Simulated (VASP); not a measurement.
Input for VASP

**INCAR**
```
! general
SYSTEM =NiGe
PREC   =Accurate
ENCUT  =300   ! plane-wave cut-off (eV)
LREAL  =.FALSE.   ! projection in real space or not
LASPH  =.TRUE.   ! aspherical one-centre terms

! electronic loop
EDIFF  =1E-6
NELM   =100   ! most electronic steps
ALGO   =Normal   ! blocked Davidson
LMAXMIX=4   ! l cut-off of mixed one-centre charges

! smearing
ISMEAR =0   ! Gaussian
SIGMA  =0.05   ! width (eV)

! functional
GGA    =PE   ! PBE

! ions
ISIF   =2

! output
LWAVE  =.FALSE.
LCHARG =.FALSE.
```

File KPOINTS:
```
Automatic mesh
0
Gamma
1 2 1
0 0 0
```

### POSCAR
```
NiGe
1
    5.3104630000     0.0000000000     0.0000000000
    0.0000000000     3.4384970000     0.0000000000
    0.0000000000     0.0000000000     5.7499550000
Ni Ge
4 4
Direct
  0.5055400000   0.2500000000   0.6907300000
  0.4944600000   0.7500000000   0.3092700000
  0.9944600000   0.7500000000   0.1907300000
  0.0055400000   0.2500000000   0.8092700000
  0.6896600000   0.2500000000   0.0869800000
  0.3103400000   0.7500000000   0.9130200000
  0.8103400000   0.7500000000   0.5869800000
  0.1896600000   0.2500000000   0.4130200000
```

POTCAR, in this order: Ni Ge_d (PBE.64 set). Program: vasp_std.

Write an equivalent input for Quantum ESPRESSO's pw.x.

One equivalent input (not run):
```
&CONTROL
  calculation = 'scf'
  pseudo_dir = './pseudo'
  outdir = './out'
  tprnfor = .true.
  tstress = .true.
/
&SYSTEM
  ibrav = 0
  nat = 8
  ntyp = 2
  ecutwfc = 98
  occupations = 'smearing'
  smearing = 'gaussian'
  degauss = 0.003675
  input_dft = 'pbe'
/
&ELECTRONS
  conv_thr = 7.3e-08
  electron_maxstep = 100
/
ATOMIC_SPECIES
  Ni 58.693 Ni.upf
  Ge 72.630 Ge.upf
CELL_PARAMETERS angstrom
     5.3104630    0.0000000    0.0000000
     0.0000000    3.4384970    0.0000000
     0.0000000    0.0000000    5.7499550
ATOMIC_POSITIONS crystal
  Ni   0.5055400  0.2500000  0.6907300
  Ni   0.4944600  0.7500000  0.3092700
  Ni   0.9944600  0.7500000  0.1907300
  Ni   0.0055400  0.2500000  0.8092700
  Ge   0.6896600  0.2500000  0.0869800
  Ge   0.3103400  0.7500000  0.9130200
  Ge   0.8103400  0.7500000  0.5869800
  Ge   0.1896600  0.2500000  0.4130200
K_POINTS automatic
  1 2 1 0 0 0
```
The two are equivalent in intent, not identical: the potentials are each code's own (VASP's PAW set, PseudoDojo norm-conserving files in pw.x), so ENCUT and ecutwfc are chosen apart and not converted; conv_thr bounds pw.x's estimated SCF error, while EDIFF bounds the energy change between steps.

The structure comes from a computed database's NiGe entry (Pnma); how it stands against other phases isn't given here. The cell was not relaxed at this level. The k-mesh is coarse (spacing up to 1.18 per Å, 2π included), so the numbers may not be converged in it. The run is one of a series of settings (KPOINTS 1×2×1 Γ-centred mesh against the base run), some of them coarse on purpose.
